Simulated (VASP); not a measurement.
An input for Quantum ESPRESSO's pw.x (written as the equivalent of a VASP run, and not itself run):

```
&CONTROL
  calculation = 'scf'
  pseudo_dir = './pseudo'
  outdir = './out'
  tprnfor = .true.
  tstress = .true.
/
&SYSTEM
  ibrav = 0
  nat = 2
  ntyp = 2
  ecutwfc = 74
  occupations = 'smearing'
  smearing = 'gaussian'
  degauss = 0.003675
  input_dft = 'pbe'
/
&ELECTRONS
  conv_thr = 7.3e-08
  electron_maxstep = 100
/
ATOMIC_SPECIES
  K 39.098 K.upf
  Cl 35.450 Cl.upf
CELL_PARAMETERS angstrom
     0.0000000    3.1910211    3.1910211
     3.1910211    0.0000000    3.1910211
     3.1910211    3.1910211    0.0000000
ATOMIC_POSITIONS crystal
  K    0.0000000  0.0000000  0.0000000
  Cl   0.5000000  0.5000000  0.5000000
K_POINTS automatic
  7 7 7 0 0 0
```

Task: Translate this input to VASP (INCAR, KPOINTS, POSCAR, choice of POTCAR).

Result: Several could match; the one computed here: 
### POSCAR
```
KCl
1
    0.0000000000     3.1910210739     3.1910210739
    3.1910210739     0.0000000000     3.1910210739
    3.1910210739     3.1910210739     0.0000000000
K Cl
1 1
Direct
  0.0000000000   0.0000000000   0.0000000000
  0.5000000000   0.5000000000   0.5000000000
```

### INCAR
```
SIGMA = 0.05   # width (eV)
LWAVE = .False.
LCHARG = .True.
PREC = Accurate
NELM = 100   # most electronic steps
EDIFF = 1E-6
GGA = PE   # PBE
SYSTEM = KCl
LASPH = .True.   # aspherical one-centre terms
LREAL = .False.
ENCUT = 520   # plane-wave cut-off (eV)
ISMEAR = 0   # Gaussian
ALGO = Normal   # blocked Davidson
```

### KPOINTS
```
Automatic mesh
0
Gamma
7 7 7
0 0 0
```

POTCAR, in this order: K_sv Cl (PBE.64 set). Program: vasp_std.

Limits of the translation: the potentials are each code's own (VASP's PAW set, PseudoDojo norm-conserving files in pw.x), so ENCUT and ecutwfc are chosen apart and not converted; conv_thr bounds pw.x's estimated SCF error, while EDIFF bounds the energy change between steps.

The compound is KCl in the rock salt structure. It was relaxed first.
